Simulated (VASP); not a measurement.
Output of a VASP run:

### OSZICAR
```
...
DAV:  22    -0.222012584594E+02   -0.12143E-03   -0.12037E-03  4367   0.198E-02    0.251E-02
DAV:  23    -0.222013598718E+02   -0.10141E-03   -0.10052E-03  4334   0.187E-02    0.258E-02
DAV:  24    -0.222014467036E+02   -0.86832E-04   -0.85409E-04  4308   0.142E-02    0.279E-02
DAV:  25    -0.222015210668E+02   -0.74363E-04   -0.73742E-04  4264   0.147E-02    0.287E-02
DAV:  26    -0.222015873770E+02   -0.66310E-04   -0.64557E-04  4236   0.141E-02    0.317E-02
DAV:  27    -0.222016426573E+02   -0.55280E-04   -0.56766E-04  4206   0.144E-02    0.309E-02
DAV:  28    -0.222016881851E+02   -0.45528E-04   -0.50250E-04  5054   0.164E-02    0.274E-02
DAV:  29    -0.222017318462E+02   -0.43661E-04   -0.44783E-04  4155   0.150E-02    0.265E-02
DAV:  30    -0.222017717829E+02   -0.39937E-04   -0.40327E-04  4139   0.111E-02    0.269E-02
DAV:  31    -0.222018077972E+02   -0.36014E-04   -0.36344E-04  4115   0.105E-02    0.269E-02
DAV:  32    -0.222018433880E+02   -0.35591E-04   -0.33087E-04  4095   0.107E-02    0.302E-02
DAV:  33    -0.222018700451E+02   -0.26657E-04   -0.29855E-04  4106   0.139E-02    0.270E-02
DAV:  34    -0.222018926133E+02   -0.22568E-04   -0.27183E-04  6958   0.157E-02    0.215E-02
DAV:  35    -0.222019162494E+02   -0.23636E-04   -0.24230E-04  4069   0.120E-02    0.209E-02
DAV:  36    -0.222019388529E+02   -0.22603E-04   -0.21875E-04  4039   0.761E-03    0.223E-02
DAV:  37    -0.222019584794E+02   -0.19627E-04   -0.19494E-04  4022   0.637E-03    0.228E-02
DAV:  38    -0.222019760008E+02   -0.17521E-04   -0.17441E-04  4007   0.476E-03    0.232E-02
DAV:  39    -0.222019912852E+02   -0.15284E-04   -0.15401E-04  3997   0.510E-03    0.235E-02
DAV:  40    -0.222020042927E+02   -0.13007E-04   -0.13646E-04  3996   0.507E-03    0.231E-02
DAV:  41    -0.222020146270E+02   -0.10334E-04   -0.11946E-04  3994   0.790E-03    0.215E-02
DAV:  42    -0.222020246715E+02   -0.10045E-04   -0.10490E-04  3989   0.662E-03    0.209E-02
DAV:  43    -0.222020340050E+02   -0.93335E-05   -0.91337E-05  3981   0.535E-03    0.214E-02
DAV:  44    -0.222020420532E+02   -0.80482E-05   -0.79908E-05  3974   0.384E-03    0.217E-02
DAV:  45    -0.222020490134E+02   -0.69602E-05   -0.69441E-05  3995   0.369E-03    0.219E-02
DAV:  46    -0.222020534576E+02   -0.44442E-05   -0.60517E-05  3975   0.705E-03    0.200E-02
DAV:  47    -0.222020560703E+02   -0.26126E-05   -0.53081E-05  4580   0.118E-02    0.156E-02
DAV:  48    -0.222020589371E+02   -0.28668E-05   -0.46981E-05  5795   0.127E-02    0.113E-02
DAV:  49    -0.222020624681E+02   -0.35310E-05   -0.38880E-05  4113   0.981E-03    0.101E-02
DAV:  50    -0.222020658468E+02   -0.33787E-05   -0.34124E-05  3954   0.645E-03    0.972E-03
DAV:  51    -0.222020685876E+02   -0.27408E-05   -0.29247E-05  3979   0.741E-03    0.871E-03
DAV:  52    -0.222020710070E+02   -0.24194E-05   -0.25552E-05  4076   0.721E-03    0.769E-03
DAV:  53    -0.222020731691E+02   -0.21621E-05   -0.22083E-05  3992   0.756E-03    0.745E-03
DAV:  54    -0.222020751959E+02   -0.20268E-05   -0.19276E-05  3920   0.615E-03    0.752E-03
DAV:  55    -0.222020772212E+02   -0.20253E-05   -0.17377E-05  3912   0.830E-03    0.837E-03
DAV:  56    -0.222020789104E+02   -0.16892E-05   -0.17816E-05  7139   0.202E-02    0.972E-03
DAV:  57    -0.222020801975E+02   -0.12871E-05   -0.13504E-05  3944   0.969E-03    0.978E-03
DAV:  58    -0.222020814521E+02   -0.12546E-05   -0.11868E-05  3909   0.500E-03    0.100E-02
DAV:  59    -0.222020824155E+02   -0.96335E-06   -0.10887E-05  3906   0.722E-03    0.950E-03
DAV:  60    -0.222020833555E+02   -0.94000E-06   -0.97886E-06  3903   0.361E-03
   1 F= -.22202083E+02 E0= -.22202056E+02  d E =-.820861E-04
```

**OUTCAR**
```
------------------------ aborting loop because EDIFF is reached ----------------------------------------
  FORCE on cell =-STRESS in cart. coord.  units (eV):
  Direction    XX          YY          ZZ          XY          YZ          ZX
  --------------------------------------------------------------------------------------
  Total       -2.4129423     -2.1744804     -2.9446120     -0.3072839      0.0000000      0.0000000
  in kB     -129.8668262   -117.0325825   -158.4817858    -16.5383087      0.0000000      0.0000000
  external PRESSURE =    -135.1270648 kB  Pullay stress =       0.0000000 kB
  volume of cell :       29.77
      direct lattice vectors                 reciprocal lattice vectors
     1.398672000 -2.414104000  0.000000000     0.357481954 -0.207116181  0.000000000
     1.398672000  2.414104000  0.000000000     0.357481954  0.207116181  0.000000000
     0.000000000  0.000000000  4.408161000     0.000000000  0.000000000  0.226851968
 POSITION                                       TOTAL-FORCE (eV/Angst)
 -----------------------------------------------------------------------------------
      1.39867      0.80470      1.10204         0.289396     -0.013306      0.000000
      1.47912     -0.80470      3.30612        -0.289396      0.013306      0.000000
 -----------------------------------------------------------------------------------
    total drift:                                0.000001      0.000000      0.000000
  FREE ENERGIE OF THE ION-ELECTRON SYSTEM (eV)
  ---------------------------------------------------
  free  energy   TOTEN  =       -22.2020833555 eV

  energy  without entropy=      -22.2020012694  energy(sigma->0) =      -22.20205599
```
(Selected blocks of OUTCAR.)

### POSCAR
```
Os
1
    1.3986720000    -2.4141040000     0.0000000000
    1.3986720000     2.4141040000     0.0000000000
    0.0000000000     0.0000000000     4.4081610000
Os
2
Direct
  0.3333330000   0.6666670000   0.2500000000
  0.6954270000   0.3620930000   0.7500000000
```

Q: Reconstruct the remaining input files.

A: Several could match; the one computed here: the input of the run itself, PBE GGA, plane waves, VASP's PBE PAW potentials (set 64).

**INCAR**
```
ALGO = Normal
EDIFF = 1E-6
ENCUT = 400
GGA = PE
ISIF = 2
ISMEAR = 1
LASPH = .TRUE.
LCHARG = .FALSE.
LMAXMIX = 6
LREAL = .FALSE.
LWAVE = .FALSE.
NBANDS = 9
NELM = 100
PREC = Accurate
SIGMA = 0.1
SYSTEM = Os
```

File KPOINTS:
```
K-points
0
G
  13 13 8
0 0 0
```

POTCAR, in this order: Os (PBE.64 set). Program: vasp_std.

The compound is Os in the hcp structure. The cell was not relaxed at this level, atoms are displaced from their ideal sites. The run is one of a series of settings (NBANDS = 9 against the base run), some of them coarse on purpose. VASP warned that the highest band is occupied, so more bands are needed.
